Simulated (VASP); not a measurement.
# KBi6Os (R-3) in VASP: settings compared

The runs below take KBi6Os through single point, with r2SCAN, RPBE.

All numbers are computed with VASP 6.6.1; they aren't measurements. Logs are shortened: lines on timing, memory, paths and dates and some standing lists are left out, and cuts for length are marked.

### Step 1. The structure

Symmetry: R-3, No. 148, trigonal system. Conventional cell: a = 9.588 Å, b = 9.588 Å, c = 9.588 Å, α = 90.00°, β = 90.00°, γ = 120.00°. Around Os (site symmetry -3) lie 6 Bi at 2.33 Å. Bi (site symmetry 1) is surrounded by 1 Os at 2.33 Å. K (site symmetry -3) is surrounded by 12 Bi at 3.63 to 4.05 Å.

The cell was built by a generator and needn't be a form met in nature.

### Step 2. Single point, r2SCAN

File POSCAR:

```
KBi6Os
1.0
    6.3917594700      0.0000000000      0.0000000000
   -0.7988870800      6.3416349900      0.0000000000
   -0.7988870800     -0.9058343400      6.2766155200
Os Bi K
1 6 1
Direct
    0.0000000000      0.0000000000      0.0000000000
    0.7170000000      0.7890000000      0.1030000000
    0.1030000000      0.7170000000      0.7890000000
    0.7890000000      0.1030000000      0.7170000000
    0.2830000000      0.2110000000      0.8970000000
    0.8970000000      0.2830000000      0.2110000000
    0.2110000000      0.8970000000      0.2830000000
    0.5000000000      0.5000000000      0.5000000000
```

File INCAR.step1:

```
ALGO = Normal ; EDIFF = 1E-4
ENCUT = 520 ; GGA = PE
ISMEAR = -1 ; LASPH = True
LCHARG = False ; LREAL = False
LWAVE = True ; NBANDS = 64
NELM = 60 ; PREC = Accurate
SIGMA = 0.1
```

File INCAR.step2:

```
ALGO = Normal ; EDIFF = 1E-6
ENCUT = 520 ; ISIF = 2
ISMEAR = -1 ; ISTART = 1
LASPH = True ; LCHARG = True
LELF = True ; LMIXTAU = True
LREAL = False ; LVHAR = True
LWAVE = False ; METAGGA = R2SCAN
NBANDS = 64 ; NELM = 60
PREC = Accurate ; SIGMA = 0.1
```

File KPOINTS:

```
k-points
0
Gamma
  3 3 3
```

Potentials or basis: VASP PAW PBE potentials, release 64 (Os, Bi_d, K_sv).

On the command line:

```bash
$ cat potpaw_PBE.64/Os/POTCAR potpaw_PBE.64/Bi_d/POTCAR potpaw_PBE.64/K_sv/POTCAR > POTCAR
$ cp INCAR.step1 INCAR
$ mpirun -np 1 vasp_std > vasp.out
$ cp INCAR.step2 INCAR
$ mpirun -np 1 vasp_std > vasp.out
```

OUTCAR:

```text
EDIFF = 1E-6
   ENCUT = 520
   ISIF = 2
   ISMEAR = -1
   ISTART = 1
   LASPH = True
   LREAL = False
   METAGGA = R2SCAN
   NELM = 60
   PREC = Accurate

 ion  position               nearest neighbor table
   1  0.000  0.000  0.000-   2 2.33   5 2.33   4 2.33   7 2.33   6 2.33   3 2.33
   2  0.717  0.789  0.103-   1 2.33   6 3.18   7 3.18   4 3.41   3 3.41   8 3.63   6 3.68   7 3.68

   3  0.103  0.717  0.789-   1 2.33   5 3.18   7 3.18   4 3.41   2 3.41   8 3.63   5 3.68   7 3.68

   4  0.789  0.103  0.717-   1 2.33   5 3.18   6 3.18   3 3.41   2 3.41   8 3.63   5 3.68   6 3.68

   5  0.283  0.211  0.897-   1 2.33   3 3.18   4 3.18   7 3.41   6 3.41   8 3.63   3 3.68   4 3.68

   6  0.897  0.283  0.211-   1 2.33   2 3.18   4 3.18   7 3.41   5 3.41   8 3.63   2 3.68   4 3.68

   7  0.211  0.897  0.283-   1 2.33   2 3.18   3 3.18   6 3.41   5 3.41   8 3.63   2 3.68   3 3.68

   8  0.500  0.500  0.500-   4 3.63   7 3.63   5 3.63   2 3.63   6 3.63   3 3.63

  LATTYP: Found a trigonal (rhomboedric) cell.
 ALAT       =     6.3917567939
 COS(alpha) =    -0.1249859091

  Lattice vectors:

 A1 = (   6.3917594700,   0.0000000000,   0.0000000000)
 A2 = (  -0.7988870800,   6.3416349900,   0.0000000000)
 A3 = (  -0.7988870800,  -0.9058343400,   6.2766155200)

Analysis of symmetry for initial positions (statically):
=====================================================================
 Subroutine PRICEL returns:
 Original cell was already a primitive cell.

 Routine SETGRP: Setting up the symmetry group for a
 trigonal (rhombohedral) supercell.

 Subroutine GETGRP returns: Found  6 space group operations
 (whereof  6 operations were pure point group operations)
 out of a pool of 12 trial point group operations.

The static configuration has the point symmetry S_6 .

Analysis of symmetry for dynamics (positions and initial velocities):
=====================================================================
 Subroutine PRICEL returns:
 Original cell was already a primitive cell.

 Routine SETGRP: Setting up the symmetry group for a
 trigonal (rhombohedral) supercell.

 Subroutine GETGRP returns: Found  6 space group operations
 (whereof  6 operations were pure point group operations)
 out of a pool of 12 trial point group operations.

The dynamic configuration has the point symmetry S_6 .

[... 93 lines left out ...]
   EDIFFG = 0.1E-04   stopping-criterion for IOM
   NSW    =      0    number of steps for IOM
   IBRION =     -1    ionic relax: 0-MD 1-quasi-New 2-CG
   NFREE  =      0    steps in history (QN), initial steepest desc. (CG)
   ISIF   =      2    stress and relaxation
   ISYM   =      2    0-nonsym 1-usesym 2-fastsym
   POTIM  = 0.5000    time-step for ionic-motion
   TEBEG  =    0.0;   TEEND  =   0.0 temperature during run
   PSTRESS=    0.0 pullay stress
   NELECT =     107.0000    total number of electrons
   NUPDOWN=      -1.0000    fix difference up-down
   EMIN   =  10.00;   EMAX   =-10.00  energy-range for DOS
   EFERMI =   0.00;   METHOD = LEGACY
   ISMEAR =    -1;   SIGMA  =   0.10  broadening in eV -4-tet -1-fermi 0-gaus
   EFERMI_NEDOS =   21; number of points for ismear=-14 and -15
   IALGO  =     38    algorithm
   IMIX   =      4    mixing-type and parameters
     AMIX     =   0.40;   BMIX     =  1.00
     AMIX_MAG =   1.60;   BMIX_MAG =  1.00
  volume/ion in A,a.u.               =      31.80       214.61
  Fermi-wavevector in a.u.,A,eV,Ry     =   1.226555  2.317853 20.469110  1.504437
  Thomas-Fermi vector in A             =   2.361551
   LORBIT       =      0    0 simple, 1 ext, 2 COOP (PROOUT), +10 PAW based schemes
   METAGGA = R2SCAN    functional components
   LHFCALC =     F    Hartree Fock is set to
   AEXX    =    0.0000 exact exchange contribution
   IVDW    =     0    specifies the selected vdW correction
   LEPSILON=     F    determine dielectric tensor
   LRPA    =     F    only Hartree local field effects (RPA)
 non-spin polarized calculation
  energy-cutoff  :      520.00
  volume of cell :      254.42
 maximum number of plane-waves:      6885
   NGX = 23   NGY = 23   NGZ = 23

 number of electron     106.9999967 magnetization

 Free energy of the ion-electron system (eV)
  ---------------------------------------------------
  ext. energy  EPLUGINS =         0.00000000
  ---------------------------------------------------
  free energy    TOTEN  =      -399.92269827 eV

  energy without entropy =     -399.71518072  energy(sigma->0) =     -399.81893949

 E-fermi :   6.0467     XC(G=0): -10.1794

 val. band max:        6.0282883938   @ k =  -0.3333   0.3333   0.3333
 cond. band min:       6.0590037318   @ k =   0.3333   0.3333  -0.0000
 fundamental gap:      0.0307153380
 Fermi energy:         6.0466713815

 k-point     1 :       0.0000    0.0000    0.0000
  band No.  band energies     occupation
      1     -26.4320      2.00000
      2     -17.9416      2.00000
      3     -17.8961      2.00000
      4     -17.8961      2.00000
      5     -17.8516      2.00000
      6     -17.8516      2.00000
[... 391 lines left out ...]
     63      10.6704      0.00000
     64      10.9756      0.00000

------------------------ aborting loop because EDIFF is reached ----------------------------------------

  FORCE on cell =-STRESS in cart. coord.  units (eV):
  Direction    XX          YY          ZZ          XY          YZ          ZX
  --------------------------------------------------------------------------------------
  -------------------------------------------------------------------------------------
  Total       39.4496198     38.7647155     37.7375844     -2.7182573     -3.5588897     -3.1387206
  in kB      248.4312437    244.1181063    237.6498190    -17.1180366    -22.4118611    -19.7658749
  external PRESSURE =     243.3997230 kB  Pullay stress =       0.0000000 kB

 VOLUME and BASIS-vectors are now :
 -----------------------------------------------------------------------------
  energy-cutoff  :      520.00
  volume of cell :      254.42
      direct lattice vectors                 reciprocal lattice vectors
     6.391759470  0.000000000  0.000000000     0.156451444  0.019708961  0.022757502
    -0.798887080  6.341634990  0.000000000     0.000000000  0.157688041  0.022757367
    -0.798887080 -0.905834340  6.276615520     0.000000000  0.000000000  0.159321532

 POSITION                                       TOTAL-FORCE (eV/Angst)
 -----------------------------------------------------------------------------------
      0.00000      0.00000      0.00000         0.000000     -0.000000      0.000000
      3.87028      4.91025      0.64649        -6.594906     -5.372119      2.493041
     -0.54477      3.83225      4.95225         4.033741     -6.138881     -4.960936
      4.38801      0.00371      4.50033        -4.505720      3.498006     -6.784557
      0.92370      0.52555      5.63012         6.594906      5.372119     -2.493041
      5.33876      1.60355      1.32437        -4.033741      6.138881      4.960936
      0.40597      5.43210      1.77628         4.505720     -3.498006      6.784557
      2.39699      2.71790      3.13831         0.000000     -0.000000      0.000000
 -----------------------------------------------------------------------------------
    total drift:                                0.000000     -0.000000     -0.000000

  FREE ENERGIE OF THE ION-ELECTRON SYSTEM (eV)
  ---------------------------------------------------
  free  energy   TOTEN  =      -399.9226982725 eV

  energy  without entropy=     -399.7151807171  energy(sigma->0) =     -399.81893949
```

OUTCAR.step1:

```text
EDIFF = 1E-4
   ENCUT = 520
   GGA = PE
   ISMEAR = -1
   LASPH = True
   LREAL = False
[... 631 lines left out ...]
      5.33876      1.60355      1.32437        -4.041491      6.280127      5.087610
      0.40597      5.43210      1.77628         4.611064     -3.492547      6.942448
      2.39699      2.71790      3.13831         0.000000      0.000000      0.000000
 -----------------------------------------------------------------------------------
    total drift:                                0.000000     -0.000000     -0.000000

  FREE ENERGIE OF THE ION-ELECTRON SYSTEM (eV)
  ---------------------------------------------------
  free  energy   TOTEN  =       -25.2949436662 eV

  energy  without entropy=      -25.0741807379  energy(sigma->0) =      -25.18456220
```

Wall time 2.5 min (1 thread of Intel Xeon 6975P-C (Granite Rapids), shared host); peak memory 0.41 GiB.

What came out:

```yaml
Free_energy: -399.9227 eV
Pressure: 24.3 GPa
Largest_force: 8.864 eV/Å
Band_gap_on_the_k_mesh: none (metal or under the smearing width)
```

Forces on the atoms (eV/Å):
```
Os   0.000  0.000  0.000
Bi  -6.595 -5.372  2.493
Bi   4.034 -6.139 -4.961
Bi  -4.506  3.498 -6.785
Bi   6.595  5.372 -2.493
Bi  -4.034  6.139  4.961
Bi   4.506 -3.498  6.785
K    0.000  0.000  0.000
```

Levels at points of the mesh, in eV from the Fermi level:
```tsv
k point	band 52	band 53	band 54	band 55	band 56	band 57
(0.00, 0.00, 0.00)	-1.07	-0.90	-0.90	0.76	0.76	0.89
```

Caveat: so large a pressure means that the cell lies far from this level's equilibrium, or that cutoff or potentials fall short; the potentials were made for another functional, which shifts forces and pressure; spin-orbit coupling is left out, which moves the levels of the heavy elements.

### Step 3. Single point, RPBE

File INCAR:

```
SYSTEM = KBi6Os
PREC = Accurate ; ENCUT = 520
EDIFF = 1E-6 ; ISMEAR = -1
SIGMA = 0.1 ; LREAL = .FALSE.
LASPH = .TRUE. ; NELM = 80
ALGO = Normal ; ISIF = 2
LWAVE = .FALSE. ; LCHARG = .TRUE.
GGA = RP ; LELF = .TRUE.
LVHAR = .TRUE. ; NBANDS = 64
```

File KPOINTS:

```
Automatic mesh
0
G
  3 3 3
  0 0 0
```

POSCAR is that of step 2.

Potentials or basis: VASP PAW PBE potentials, release 64 (Os, Bi_d, K_sv).

On the command line:

```bash
$ cat potpaw_PBE.64/Os/POTCAR potpaw_PBE.64/Bi_d/POTCAR potpaw_PBE.64/K_sv/POTCAR > POTCAR
$ mpirun -np 1 vasp_std > vasp.out
```

OUTCAR:

```text
SYSTEM = KBi6Os
   PREC = Accurate
   ENCUT = 520
   EDIFF = 1E-6
   ISMEAR = -1
   LREAL = .FALSE.
   LASPH = .TRUE.
   NELM = 80
   ISIF = 2
   GGA = RP

 ion  position               nearest neighbor table
   1  0.000  0.000  0.000-   2 2.33   5 2.33   4 2.33   7 2.33   6 2.33   3 2.33
   2  0.717  0.789  0.103-   1 2.33   6 3.18   7 3.18   4 3.41   3 3.41   8 3.63   6 3.68   7 3.68

   3  0.103  0.717  0.789-   1 2.33   5 3.18   7 3.18   4 3.41   2 3.41   8 3.63   5 3.68   7 3.68

   4  0.789  0.103  0.717-   1 2.33   5 3.18   6 3.18   3 3.41   2 3.41   8 3.63   5 3.68   6 3.68

   5  0.283  0.211  0.897-   1 2.33   3 3.18   4 3.18   7 3.41   6 3.41   8 3.63   3 3.68   4 3.68

   6  0.897  0.283  0.211-   1 2.33   2 3.18   4 3.18   7 3.41   5 3.41   8 3.63   2 3.68   4 3.68

   7  0.211  0.897  0.283-   1 2.33   2 3.18   3 3.18   6 3.41   5 3.41   8 3.63   2 3.68   3 3.68

   8  0.500  0.500  0.500-   4 3.63   7 3.63   5 3.63   2 3.63   6 3.63   3 3.63

  LATTYP: Found a trigonal (rhomboedric) cell.
 ALAT       =     6.3917567939
 COS(alpha) =    -0.1249859091

[... 177 lines left out ...]
 fundamental gap:      0.0081119430
 Fermi energy:         6.2485924648

 k-point     1 :       0.0000    0.0000    0.0000
  band No.  band energies     occupation
      1     -24.8700      2.00000
      2     -17.0724      2.00000
      3     -17.0301      2.00000
      4     -17.0301      2.00000
      5     -16.9895      2.00000
      6     -16.9894      2.00000
[... 391 lines left out ...]
     63      10.5587      0.00000
     64      10.8159      0.00000

------------------------ aborting loop because EDIFF is reached ----------------------------------------

  FORCE on cell =-STRESS in cart. coord.  units (eV):
  Direction    XX          YY          ZZ          XY          YZ          ZX
  --------------------------------------------------------------------------------------
  -------------------------------------------------------------------------------------
  Total       43.2346399     42.5398231     41.4978400     -2.7575885     -3.6103804     -3.1841352
  in kB      272.2671450    267.8915845    261.3297681    -17.3657221    -22.7361200    -20.0518704
  external PRESSURE =     267.1628325 kB  Pullay stress =       0.0000000 kB

 VOLUME and BASIS-vectors are now :
 -----------------------------------------------------------------------------
  energy-cutoff  :      520.00
  volume of cell :      254.42
      direct lattice vectors                 reciprocal lattice vectors
     6.391759470  0.000000000  0.000000000     0.156451444  0.019708961  0.022757502
    -0.798887080  6.341634990  0.000000000     0.000000000  0.157688041  0.022757367
    -0.798887080 -0.905834340  6.276615520     0.000000000  0.000000000  0.159321532

 POSITION                                       TOTAL-FORCE (eV/Angst)
 -----------------------------------------------------------------------------------
      0.00000      0.00000      0.00000        -0.000000      0.000000      0.000000
      3.87028      4.91025      0.64649        -6.839485     -5.575003      2.491959
     -0.54477      3.83225      4.95225         4.092001     -6.378054     -5.161894
      4.38801      0.00371      4.50033        -4.676444      3.535219     -7.049983
      0.92370      0.52555      5.63012         6.839485      5.575003     -2.491959
      5.33876      1.60355      1.32437        -4.092001      6.378054      5.161894
      0.40597      5.43210      1.77628         4.676444     -3.535219      7.049983
      2.39699      2.71790      3.13831        -0.000000      0.000000      0.000000
 -----------------------------------------------------------------------------------
    total drift:                                0.000000     -0.000000     -0.000000

  FREE ENERGIE OF THE ION-ELECTRON SYSTEM (eV)
  ---------------------------------------------------
  free  energy   TOTEN  =       -21.9374340438 eV

  energy  without entropy=      -21.7184589531  energy(sigma->0) =      -21.82794650
```

stdout:

```text
POSCAR found type information on POSCAR OsBiK
 POSCAR found :  3 types and       8 ions
 scaLAPACK will be used
 -----------------------------------------------------------------------------
|                                                                             |
|                                                                             |
|     You enforced a specific xc type in the INCAR file but a different       |
|     I HOPE YOU KNOW WHAT YOU ARE DOING!                                     |
|                                                                             |
 -----------------------------------------------------------------------------

 LDA part: xc-table for (Slater+PW92), standard interpolation
 POSCAR, INCAR and KPOINTS ok, starting setup
 FFT: planning ... GRIDC
 FFT: planning ... GRID_SOFT
 FFT: planning ... GRID
 WAVECAR not read
 entering main loop
```

Run time: 51 s. Hardware: 1 thread of Intel Xeon 6975P-C (Granite Rapids), shared host; peak memory 0.36 GiB.

What came out:

```yaml
Free_energy: -21.9374 eV
Pressure: 26.7 GPa
Largest_force: 9.169 eV/Å
Band_gap_on_the_k_mesh: none (metal or under the smearing width)
```

Forces on the atoms (eV/Å):
```
Os   0.000  0.000  0.000
Bi  -6.839 -5.575  2.492
Bi   4.092 -6.378 -5.162
Bi  -4.676  3.535 -7.050
Bi   6.839  5.575 -2.492
Bi  -4.092  6.378  5.162
Bi   4.676 -3.535  7.050
K    0.000  0.000  0.000
```

Levels at points of the mesh, in eV from the Fermi level:
```tsv
k point	band 52	band 53	band 54	band 55	band 56	band 57
(0.00, 0.00, 0.00)	-0.98	-0.89	-0.89	0.73	0.73	0.85
```

Caveat: so large a pressure means that the cell lies far from this level's equilibrium, or that cutoff or potentials fall short; the potentials were made for another functional, which shifts forces and pressure; spin-orbit coupling is left out, which moves the levels of the heavy elements.
